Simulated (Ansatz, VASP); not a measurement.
## YbCr2 in VASP and in Ansatz

```
Yb Cr
1.0
     3.66687    0.00000    0.00000
    -1.83343    3.17560    0.00000
     0.00000    0.00000    4.79781
Yb Cr
1 2
Direct
  0.00000 0.00000 0.00000
  0.66667 0.33333 0.50000
  0.33333 0.66667 0.50000
```

Change from the starting cell: species swapped into the BaSi2 type (P6/mmm, No. 191).

Alike in both runs: functional PBE; k mesh 12 × 12 × 10; occupations gaussian, width 0.1 eV; no spin polarisation.

Ansatz relaxed the structure, and its values are those at the end. VASP's run is a single point on that final structure, the one shown.

|  | VASP | Ansatz |
| --- | --- | --- |
| version | VASP 6.6.1 | Ansatz 0.2.0 |
| potentials or method | VASP PAW PBE potentials, release 64 (Yb, Cr_pv) | scalar-relativistic, plane waves, PAW |
| plane-wave cutoff (eV) | 520 | 420 |
| valence electrons in the cell | 48 | 52 |

VASP gave:

- gap on the k mesh at the Fermi level (eV): none
- pressure (GPa): 1.4

Problem. What did Ansatz give for the same quantities?

Solution. gap on the k mesh at the Fermi level (eV): none; pressure (GPa): 0.0.

A gap of «none» marks a metal or a gap that the smearing closes. With one functional, cell and mesh, what is left measures potentials, basis and numerics. The two sets of potentials don't hold the same shells in valence.

Caveats: without U or exact exchange the open f shell lies at the Fermi level, which spoils levels, moments and volumes. The runs have no spin-orbit coupling, so splittings on Yb are missing. Spin polarisation is off, so any magnetic state and its effect on volume and gap are missing.
